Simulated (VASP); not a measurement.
Level of theory: r2SCAN meta-GGA, VASP's PBE PAW potentials (set 64) (plane waves; VASP 6.6.1).

The input files of a VASP run:

POSCAR:
```
CsI
1
    4.7038381829     0.0000000000     0.0000000000
    0.0000000000     4.7038381829     0.0000000000
    0.0000000000     0.0000000000     4.7038381829
Cs I
1 1
Direct
  0.0000000000   0.0000000000   0.0000000000
  0.5000000000   0.5000000000   0.5000000000
```

### INCAR
```
ALGO=Normal
ENCUT=520
LMIXTAU=T
LREAL=F   ! projection in real space or not
SIGMA=0.05
LWAVE=F
LASPH=T   ! aspherical one-centre terms
PREC=Accurate
NELM=100
LCHARG=F
SYSTEM=CsI
ISMEAR=0
LMAXMIX=4   ! l cut-off of mixed one-centre charges
ISIF=2   ! forces and stress, cell fixed
METAGGA=R2SCAN
EDIFF=1E-7
```

**KPOINTS**
```
Regular mesh
0
Gamma
6 6 6
0 0 0
```

POTCAR, in this order: Cs_sv I (PBE.64 set). Program: vasp_std.

Question: What will the output report for the number of irreducible k-points (NKPTS), largest plane-wave count, number of space-group operations, FFT grid (NGX, NGY, NGZ)?

Answer: 
```
Quantity                                       Value
--------------------------------------  ------------
number of irreducible k-points (NKPTS)            20
largest plane-wave count                        2826
number of space-group operations                  48
FFT grid (NGX, NGY, NGZ)                36 × 36 × 36
```

The compound is CsI in the CsCl type structure. This cell is one point of a volume scan, at 1.06 of the reference volume.
